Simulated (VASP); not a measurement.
Consider the following.

```yaml
crystal:
  lattice:
    - [0.00000, 2.84192, 2.84192]
    - [2.84192, 0.00000, 2.84192]
    - [2.84192, 2.84192, 0.00000]
  atoms:
    - { symbol: Li, position: [0.25000, 0.25000, 0.25000] }
    - { symbol: Li, position: [0.75000, 0.75000, 0.75000] }
    - { symbol: S, position: [0.00000, 0.00000, 0.00000] }
```

Computed with optB88-vdW, VASP's PBE PAW potentials (set 64) (plane waves; VASP). Numerical set-up: 520 eV cut-off, Gaussian smearing of 0.050 eV, potentials Li_sv S.

### Question
Give the energies of bands 4 to 9 at the high-symmetry points, in eV from the valence-band maximum.

### Answer

```csv
band,Γ,X,U,L,W
4,0.00,-2.15,-2.06,-2.87,-1.82
5,0.00,-1.42,-1.96,-0.51,-1.82
6,0.00,-1.42,-1.15,-0.51,-1.75
7,4.39,3.45,4.66,6.21,5.55
8,6.29,7.19,8.14,6.62,7.36
9,6.29,11.19,9.55,6.62,8.99
```

The gap is indirect, 3.45 eV, from the valence maximum at Γ to the conduction minimum at X.

The compound is Li2S in the antifluorite structure. It was relaxed first.
